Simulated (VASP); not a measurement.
Computed with LDA (Ceperley-Alder, Perdew-Zunger), VASP's LDA PAW potentials (set 64) (plane waves; VASP 6.6.1).

VASP ran on this input.

KPOINTS:
```
Automatic
0
G
9 9 9
```

File POSCAR:
```
MgSe
1
    0.0000000000     2.6916030982     2.6916030982
    2.6916030982     0.0000000000     2.6916030982
    2.6916030982     2.6916030982     0.0000000000
Mg Se
1 1
Direct
  0.0000000000   0.0000000000   0.0000000000
  0.5000000000   0.5000000000   0.5000000000
```

INCAR:
```
! general
SYSTEM  = MgSe
PREC    = Accurate
ENCUT   = 500
LREAL   = .FALSE.
LASPH   = .TRUE.

! electronic loop
EDIFF   = 1E-6
NELM    = 100
ALGO    = Normal
LMAXMIX = 4

! smearing
ISMEAR  = 0
SIGMA   = 0.05

! ions
IBRION  = 2
NSW     = 40
ISIF    = 3
EDIFFG  = -0.02

! output
LWAVE   = .FALSE.
LCHARG  = .FALSE.
```

POTCAR, in this order: Mg Se (LDA.64 set). Program: vasp_std.

Task: Estimate the energy per atom (σ→0).

Result: 
| Quantity | Value |
|---|---|
| energy per atom (σ→0) | -4.301 eV/atom |

File OSZICAR:
```
...
DAV:   5    -0.893125764150E+01   -0.28073E-05   -0.28073E-05   648   0.312E-02    0.314E+00
DAV:   6    -0.865504055138E+01    0.27622E+00   -0.58318E-01   600   0.353E+00    0.198E+00
DAV:   7    -0.860521681336E+01    0.49824E-01   -0.21544E-01   712   0.222E+00    0.957E-01
DAV:   8    -0.860182671924E+01    0.33901E-02   -0.77965E-03   672   0.581E-01    0.213E-01
DAV:   9    -0.860176193393E+01    0.64785E-04   -0.18187E-04   712   0.866E-02    0.120E-01
DAV:  10    -0.860175145389E+01    0.10480E-04   -0.78471E-05   688   0.448E-02    0.226E-02
DAV:  11    -0.860175116417E+01    0.28972E-06   -0.12479E-06   584   0.811E-03
   1 F= -.86017512E+01 E0= -.86017512E+01  d E =-.860175E+01
```

The compound is MgSe in the rock salt structure. It was relaxed first.
